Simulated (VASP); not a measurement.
Computed with LDA (Ceperley-Alder, Perdew-Zunger), VASP's LDA PAW potentials (set 64) (plane waves; VASP 6.6.1).

VASP input:

### KPOINTS
```
Automatic mesh
0
Gamma
9 9 7
0 0 0
```

### INCAR
```
ALGO = Normal
EDIFF = 1E-7
EDIFFG = -0.01
ENCUT = 520
IBRION = 2
ISIF = 4
ISMEAR = 1
LASPH = .TRUE.
LCHARG = .FALSE.
LMAXMIX = 6
LREAL = .FALSE.
LWAVE = .FALSE.
NELM = 100
NSW = 30
PREC = Accurate
SIGMA = 0.1
SYSTEM = PtSe2
```

POSCAR:
```
PtSe2
1
    1.8895331849    -3.2727677272     0.0000000000
    1.8895331849     3.2727677272     0.0000000000
    0.0000000000     0.0000000000     4.8158665851
Pt Se
1 2
Direct
  0.0000000000   0.0000000000   0.0000000000
  0.3333330000   0.6666670000   0.2652078889
  0.6666670000   0.3333330000   0.7347921111
```

POTCAR, in this order: Pt Se (LDA.64 set). Program: vasp_std.

The run wrote:

### OSZICAR
```
       N       E                     dE             d eps       ncg     rms          rms(c)
DAV:   1     0.114703314249E+03    0.11470E+03   -0.10426E+04  2086   0.130E+03
DAV:   2    -0.126691309099E+02   -0.12737E+03   -0.12452E+03  2658   0.242E+02
DAV:   3    -0.178224217175E+02   -0.51533E+01   -0.51134E+01  2469   0.506E+01
DAV:   4    -0.178638186879E+02   -0.41397E-01   -0.41390E-01  2539   0.500E+00
DAV:   5    -0.178642194486E+02   -0.40076E-03   -0.40076E-03  2525   0.468E-01    0.125E+01
DAV:   6    -0.173173011980E+02    0.54692E+00   -0.50053E+00  2105   0.217E+01    0.773E+00
DAV:   7    -0.171027215748E+02    0.21458E+00   -0.95876E-01  2119   0.106E+01    0.372E+00
DAV:   8    -0.170741325119E+02    0.28589E-01   -0.76809E-02  2238   0.198E+00    0.839E-01
DAV:   9    -0.170701500472E+02    0.39825E-02   -0.93847E-03  2336   0.999E-01    0.209E-01
DAV:  10    -0.170701164019E+02    0.33645E-04   -0.14878E-03  2308   0.269E-01    0.363E-02
DAV:  11    -0.170701146881E+02    0.17138E-05   -0.37345E-05  2525   0.534E-02    0.245E-02
DAV:  12    -0.170701142096E+02    0.47845E-06   -0.33255E-06  2413   0.126E-02    0.504E-03
DAV:  13    -0.170701142025E+02    0.70993E-08   -0.38222E-07  2322   0.454E-03
   1 F= -.17070114E+02 E0= -.17070128E+02  d E =-.170701E+02
       N       E                     dE             d eps       ncg     rms          rms(c)
DAV:   1    -0.170787770029E+02   -0.86628E-02   -0.66101E-01  2070   0.515E+00    0.428E-01
DAV:   2    -0.170794655780E+02   -0.68858E-03   -0.25486E-02  2455   0.107E+00    0.196E-01
DAV:   3    -0.170790291629E+02    0.43642E-03   -0.85415E-04  2530   0.224E-01    0.869E-02
DAV:   4    -0.170789824861E+02    0.46677E-04   -0.22578E-04  2414   0.104E-01    0.225E-02
DAV:   5    -0.170789799755E+02    0.25106E-05   -0.21684E-05  2140   0.399E-02    0.151E-02
DAV:   6    -0.170789793779E+02    0.59761E-06   -0.38042E-06  2532   0.161E-02    0.382E-03
DAV:   7    -0.170789793597E+02    0.18186E-07   -0.20433E-07  1466   0.419E-03
   2 F= -.17078979E+02 E0= -.17079057E+02  d E =-.886516E-02
       N       E                     dE             d eps       ncg     rms          rms(c)
DAV:   1    -0.170822372287E+02   -0.32579E-02   -0.80801E-01  2070   0.569E+00    0.491E-01
DAV:   2    -0.170830286537E+02   -0.79142E-03   -0.30949E-02  2413   0.120E+00    0.226E-01
DAV:   3    -0.170825032634E+02    0.52539E-03   -0.10529E-03  2566   0.258E-01    0.104E-01
DAV:   4    -0.170824385737E+02    0.64690E-04   -0.32319E-04  2406   0.128E-01    0.262E-02
DAV:   5    -0.170824343290E+02    0.42447E-05   -0.35599E-05  2140   0.543E-02    0.178E-02
DAV:   6    -0.170824333974E+02    0.93152E-06   -0.54092E-06  2546   0.175E-02    0.427E-03
DAV:   7    -0.170824333867E+02    0.10794E-07   -0.37178E-07  2112   0.478E-03
   3 F= -.17082433E+02 E0= -.17082511E+02  d E =-.123192E-01
       N       E                     dE             d eps       ncg     rms          rms(c)
DAV:   1    -0.170834843656E+02   -0.10510E-02   -0.41795E-02  2084   0.147E+00    0.139E-01
DAV:   2    -0.170828972865E+02    0.58708E-03   -0.18206E-03  2252   0.355E-01    0.744E-02
DAV:   3    -0.170827793220E+02    0.11796E-03   -0.32742E-04  2343   0.171E-01    0.357E-02
DAV:   4    -0.170827462789E+02    0.33043E-04   -0.10083E-04  2301   0.766E-02    0.153E-02
DAV:   5    -0.170827449508E+02    0.13282E-05   -0.91463E-06  2350   0.215E-02    0.528E-03
DAV:   6    -0.170827449321E+02    0.18608E-07   -0.66477E-07  2504   0.676E-03
   4 F= -.17082745E+02 E0= -.17082840E+02  d E =-.311545E-03
       N       E                     dE             d eps       ncg     rms          rms(c)
DAV:   1    -0.170832019068E+02   -0.45696E-03   -0.22200E-02  2084   0.107E+00    0.101E-01
DAV:   2    -0.170828911096E+02    0.31080E-03   -0.96569E-04  2259   0.259E-01    0.541E-02
DAV:   3    -0.170828287226E+02    0.62387E-04   -0.17346E-04  2336   0.125E-01    0.261E-02
DAV:   4    -0.170828112601E+02    0.17462E-04   -0.53280E-05  2308   0.557E-02    0.111E-02
DAV:   5    -0.170828105536E+02    0.70647E-06   -0.48584E-06  2343   0.156E-02    0.385E-03
DAV:   6    -0.170828105451E+02    0.85693E-08   -0.35351E-07  2301   0.494E-03
   5 F= -.17082811E+02 E0= -.17082915E+02  d E =-.377158E-03
```

**OUTCAR**
```
------------------------ aborting loop because EDIFF is reached ----------------------------------------
  FORCE on cell =-STRESS in cart. coord.  units (eV):
  Direction    XX          YY          ZZ          XY          YZ          ZX
  --------------------------------------------------------------------------------------
  Total       -0.5715927     -0.5715928     -0.5712233      0.0000000     -0.0000000      0.0000000
  in kB      -15.3752838    -15.3752857    -15.3653461      0.0000000     -0.0000000      0.0000000
  external PRESSURE =     -15.3719719 kB  Pullay stress =       0.0000000 kB
  volume of cell :       59.56
      direct lattice vectors                 reciprocal lattice vectors
     1.876593272 -3.250355102  0.000000000     0.266440260 -0.153829346 -0.000000000
     1.876593272  3.250355102  0.000000000     0.266440260  0.153829346  0.000000000
    -0.000000000 -0.000000000  4.882510537    -0.000000000  0.000000000  0.204812666
 POSITION                                       TOTAL-FORCE (eV/Angst)
 -----------------------------------------------------------------------------------
     -0.00000     -0.00000      4.88251        -0.000000      0.000000      0.000000
      1.87659      1.08345      1.26434         0.000000      0.000000     -0.001914
      1.87659     -1.08345      3.61817        -0.000000     -0.000000      0.001914
 -----------------------------------------------------------------------------------
    total drift:                               -0.000000      0.000000      0.000000
  FREE ENERGIE OF THE ION-ELECTRON SYSTEM (eV)
  ---------------------------------------------------
  free  energy   TOTEN  =       -17.0828105451 eV

  energy  without entropy=      -17.0831228163  energy(sigma->0) =      -17.08291464

 reached required accuracy - stopping structural energy minimisation
```
(Selected blocks of OUTCAR.)

CONTCAR:
```
PtSe2
   1.00000000000000
     1.8765932722909957   -3.2503551022556691    0.0000000000000000
     1.8765932722909957    3.2503551022556691    0.0000000000000000
    -0.0000000000000000   -0.0000000000000001    4.8825105370413882
  Pt              Se
     1     2
Direct
     0.0000000000000000    0.0000000000000000    1.0000000000000000
     0.3333330000000032    0.6666669999999968    0.2589531155957948
     0.6666669999999968    0.3333330000000032    0.7410468844042052
```

The compound is PtSe2 in the 1T layered structure. This cell is one point of a volume scan, at 1.03 of the reference volume. Symmetry was kept, so distortions that lower it aren't found.
